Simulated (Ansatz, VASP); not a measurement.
**Ga4Sb3As: VASP beside Ansatz**

```
Ga Sb As
1.0
     4.31457    0.00000    0.00000
     0.00000    4.31457    0.00000
     0.00000    0.00000   12.19343
Ga Sb As
4 3 1
Direct
  0.50000 0.00000 0.62927
  0.00000 0.50000 0.88740
  0.50000 0.00000 0.11260
  0.00000 0.50000 0.37073
  0.50000 0.50000 0.24181
  0.00000 0.00000 0.50000
  0.50000 0.50000 0.75819
  0.00000 0.00000 0.00000
```

Alike in both runs: task single point; functional PBE; k mesh 4 × 4 × 2; occupations gaussian, width 0.1 eV; no spin polarisation.

|  | VASP | Ansatz |
| --- | --- | --- |
| version | VASP 6.6.1 | Ansatz 0.2.0 |
| potentials or method | VASP PAW PBE potentials, release 64 (Ga_d, Sb, As) | scalar-relativistic, plane waves, PAW |
| plane-wave cutoff (eV) | 520 | 420 |
| valence electrons in the cell | 72 | 112 |

VASP gave:

| Quantity | Value |
| --- | --- |
| gap on the k mesh at the Fermi level (eV) | none |
| pressure (GPa) | 0.4 |
| largest component of the traceless stress (GPa) | 0.56 |
| rms of the force components (eV/Å) | 0.007 |

Task: Which values does Ansatz return?

Result: gap on the k mesh at the Fermi level (eV): none; pressure (GPa): 0.3; largest component of the traceless stress (GPa): 0.56; rms of the force components (eV/Å): 0.008.

Atom by atom the forces differ by 0.001 eV/Å (rms over components). A gap of «none» marks a metal or a gap that the smearing closes. With one functional, cell and mesh, what is left measures potentials, basis and numerics. The two sets of potentials don't hold the same shells in valence.

Caveats: the k mesh is coarse (spacing up to 0.36 Å⁻¹), so the values aren't converged. Spin-orbit coupling is left out, which matters for the levels of Sb.
